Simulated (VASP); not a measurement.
Input:

```yaml
crystal:
  lattice:
    - [0.00000, 2.83440, 2.83440]
    - [2.83440, 0.00000, 2.83440]
    - [2.83440, 2.83440, 0.00000]
  atoms:
    - { symbol: Na, position: [0.00000, 0.00000, 0.00000] }
    - { symbol: Cl, position: [0.50000, 0.50000, 0.50000] }
```

Calculation: optB86b-vdW, VASP's PBE PAW potentials (set 64) (plane waves; VASP). Numerical set-up: 520 eV cut-off, 8×8×8 Γ-centred mesh, Gaussian smearing of 0.050 eV, potentials Na_pv Cl.

**Question.** The job: NaCl (rock salt), 2 atoms, optB86b-vdW, static run, 520 eV, 8×8×8 Γ-centred mesh. Roughly how much core time does it take on a busy server core?

**Answer.** About 30 core-seconds (one run on a shared machine, a rough figure). It had 29 irreducible k-points, 11 bands, up to 1243 plane waves and 14 electronic steps.

The compound is NaCl in the rock salt structure. This cell is one point of a volume scan, at 1.03 of the reference volume.
